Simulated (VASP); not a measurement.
VASP input:

**KPOINTS**
```
Automatic mesh
0
Gamma
12 12 12
0 0 0
```

POSCAR:
```
W
1
   -1.6116000000     1.6116000000     1.6116000000
    1.6116000000    -1.6116000000     1.6116000000
    1.6116000000     1.6116000000    -1.6116000000
W
1
Direct
  0.0000000000   0.0000000000   0.0000000000
```

### INCAR
```
SYSTEM = W
PREC = Accurate
ENCUT = 400
EDIFF = 1E-6
NELM = 100
ALGO = Normal
LREAL = .FALSE.
LASPH = .TRUE.
ISMEAR = 1
SIGMA = 0.1
GGA = PE
LMAXMIX = 6
LWAVE = .FALSE.
LCHARG = .FALSE.
ISIF = 2
NBANDS = 5
```

POTCAR, in this order: W_sv (PBE.64 set). Program: vasp_std.

Task: Does this input run properly? What does VASP do?

Result: There is a fault: NBANDS is too small to hold all electrons. VASP stops with an error: The number of bands is not sufficient to hold all electrons. I am sorry, but this calculation does not make sense. If you want to calculate only selected states, you need to set either EFERMI or EREF. EREF specifies around which energy states are supposed to be calculated. I found NBANDS = 5, NELECT = 14. ----> I REFUSE TO CONTINUE WITH THIS SICK JOB ... BYE!!! <----

**standard output**
```
 POSCAR found type information on POSCAR W
 POSCAR found :  1 types and       1 ions
 Reading from existing POTCAR
 Reading from existing POTCAR
 LDA part: xc-table for (Slater+PW92), standard interpolation

 -----------------------------------------------------------------------------
|                                                                             |
|     EEEEEEE  RRRRRR   RRRRRR   OOOOOOO  RRRRRR      ###     ###     ###     |
|     E        R     R  R     R  O     O  R     R     ###     ###     ###     |
|     E        R     R  R     R  O     O  R     R     ###     ###     ###     |
|     EEEEE    RRRRRR   RRRRRR   O     O  RRRRRR       #       #       #      |
|     E        R   R    R   R    O     O  R   R                               |
|     E        R    R   R    R   O     O  R    R      ###     ###     ###     |
|     EEEEEEE  R     R  R     R  OOOOOOO  R     R     ###     ###     ###     |
|                                                                             |
|     The number of bands is not sufficient to hold all electrons. I am       |
|     sorry, but this calculation does not make sense. If you want to         |
|     calculate only selected states, you need to set either EFERMI or        |
|     EREF. EREF specifies around which energy states are supposed to be      |
|     calculated.                                                             |
|     I found NBANDS = 5, NELECT = 14.                                        |
|                                                                             |
|       ---->  I REFUSE TO CONTINUE WITH THIS SICK JOB ... BYE!!! <----       |
|                                                                             |
 -----------------------------------------------------------------------------
```

To mend it, remove NBANDS.

The mended run (PBE GGA, plane waves, VASP's PBE PAW potentials (set 64)) converges, and its OSZICAR ends with
```
   1 F= -.12937953E+02 E0= -.12937988E+02  d E =0.104414E-03
```

The compound is W in the bcc structure. The cell was not relaxed at this level.
